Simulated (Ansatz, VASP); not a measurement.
**SiH2F4: VASP beside Ansatz**

```xyz
21
Lattice="6.8513 0.0000 0.0000 0.0000 6.8513 0.0000 0.0000 0.0000 6.8513" Properties=species:S:1:pos:R:3 pbc="T T T"
H     6.6178    2.1486    0.7869
H     6.5064    1.5172    0.4231
H     6.1145    3.9576    5.2120
H     5.8830    3.6431    4.5868
H     3.4109    2.2347    1.1019
H     4.0373    1.9615    1.3784
Si    1.8173    2.9122    4.3630
Si    4.8773    5.1254    1.0489
Si    1.5468    0.0380    2.4909
F     2.3190    4.1783    5.1662
F     1.0550    1.9341    5.3437
F     0.8372    3.3731    3.2113
F     3.0580    2.1635    3.7310
F     3.7037    4.9997    2.1009
F     5.9340    6.1835    1.5621
F     5.5807    3.7203    0.8737
F     4.2906    5.5980   -0.3411
F     1.3583   -0.9757    1.2923
F     0.5861   -0.3668    3.6795
F     3.0472   -0.0063    2.9875
F     1.1957    1.5007    2.0042
```

Alike in both runs: task relaxation of the atoms; functional PBE; dispersion D3(BJ); k mesh 1 × 1 × 1; occupations fermi-dirac, width 0.05 eV; no spin polarisation.

|  | VASP | Ansatz |
| --- | --- | --- |
| version | VASP 6.6.1 | Ansatz 0.2.0 |
| potentials or method | VASP PAW PBE potentials, release 64 (H, Si, F) | scalar-relativistic, plane waves, PAW |
| plane-wave cutoff (eV) | 520 | 420 |
| valence electrons in the cell | 102 | 102 |

```tsv
	VASP	Ansatz	Ansatz less VASP
gap on the k mesh at the Fermi level, each at its own relaxed structure (eV)	7.62	8.03	+0.412
energy change over the relaxation (meV/atom)	-70	-87	-16.5
```

 PBE gaps usually lie below the measured ones, often by a third to a half.
